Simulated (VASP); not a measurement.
Si (space group C2/m): computed properties

Method: r2SCAN meta-GGA, VASP's PBE PAW potentials (set 64) (plane waves; VASP).

```yaml
space_group: C2/m (12)
cell: a = 13.8248 Å, b = 3.8477 Å, c = 6.3315 Å, α = 90.00°, β = 96.78°, γ = 90.00°
volume_per_atom: 20.90 Å³/atom
band gap (over mesh and band path): 0.42 eV
smallest direct gap (over mesh and band path): 0.72 eV
band_edge_character: indirect, Γ to M2
density: 2.23 g/cm³
```

```
Si
1.0
    6.91238    -1.92385    -0.00041
    6.91238     1.92385    -0.00041
   -0.74702     0.00000     6.28724
Si
8
Direct
  0.05553   0.05553   0.87393
  0.94447   0.94447   0.12607
  0.55902   0.55902   0.65348
  0.44098   0.44098   0.34652
  0.21279   0.21279   0.05715
  0.78721   0.78721   0.94285
  0.72717   0.72717   0.58562
  0.27283   0.27283   0.41438
```

The structure comes from a computed database's Si entry (C2/m); how it stands against other phases isn't given here. It was relaxed first. Symmetry was kept, so distortions that lower it aren't found.
